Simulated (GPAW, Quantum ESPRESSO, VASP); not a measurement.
One structure in several programs: CsCdCl₃ (P1, 5 atoms in the cell)

Self-consistent single point, at a second geometry (atoms moved at random). First geometry:

```
CsCdCl3
1.0
    5.32020     0.00000     0.00000
    0.00000     5.32020     0.00000
    0.00000     0.00000     5.32020
Cs Cd Cl
1 1 3
Direct
  0.00000   0.00000   0.00000
  0.50000   0.50000   0.50000
  0.00000   0.50000   0.50000
  0.50000   0.00000   0.50000
  0.50000   0.50000   0.00000
```

Second geometry:
```
CELL_PARAMETERS angstrom
      5.32020     0.00000     0.00000
      0.00000     5.32020     0.00000
      0.00000     0.00000     5.32020
ATOMIC_POSITIONS crystal
  Cs 0.00445 0.99649 0.99782
  Cd 0.49949 0.48813 0.49979
  Cl 0.99855 0.51071 0.49390
  Cl 0.49537 0.01018 0.49780
  Cl 0.50215 0.49448 0.01068
```

Shared settings, as Quantum ESPRESSO writes them: occupations = fixed; K_POINTS = automatic 5 5 5 0 0 0. Potentials and cutoffs stand in the table.

| code | model | ΔF from the first geometry (meV/atom) | pressure (GPa) | largest force (eV/Å) | gap on the mesh (eV) | cutoff |
|---|---|---|---|---|---|---|
| Quantum ESPRESSO | LDA (PZ), GBRV 1.5 ultrasoft (LDA) pseudopotentials | 4.9 | -3.55 | 0.323 | 1.510 | 40 Ry |
| GPAW | LDA (Perdew-Wang 92), GPAW PAW datasets LDA (gpaw-data 1.0.1) | 4.6 | -3.67 | 0.300 | 1.529 | 600 eV |
| VASP | LDA (PZ), VASP's LDA PAW potentials (set 64) | 5.1 | -3.62 | 0.337 | 1.557 | 300 eV |

Size of the force on each atom (eV/Å): Sizes of forces hide their directions.

| code | Cs1 | Cd2 | Cl3 | Cl4 | Cl5 |
|---|---|---|---|---|---|
| Quantum ESPRESSO | 0.015 | 0.256 | 0.073 | 0.323 | 0.258 |
| GPAW | 0.015 | 0.232 | 0.074 | 0.300 | 0.247 |
| VASP | 0.016 | 0.268 | 0.075 | 0.337 | 0.267 |

Gaps are read on the mesh.

The spread over the programs that give each value: ΔF from the first geometry within 0.5 meV/atom; pressure within 0.12 GPa; largest force within 0.037 eV/Å; gap on the mesh within 0.047 eV.

VASP's run is marked for a possible Pulay error in its stress at this cutoff; no cutoff test was made.

VASP ran the fixed occupations as a Gaussian smearing of 0.01 eV.

The starting cell comes from a database of computed structures (which also holds hypothetical and non-ambient phases and stackings), without a prior relaxation at this level. Its lattice was rescaled by a random factor within 2.5 % of one. For this run, on top of that: atoms moved at random.

Left out of this page: Ansatz, CP2K and SIESTA (not drawn, or without a comparable value).
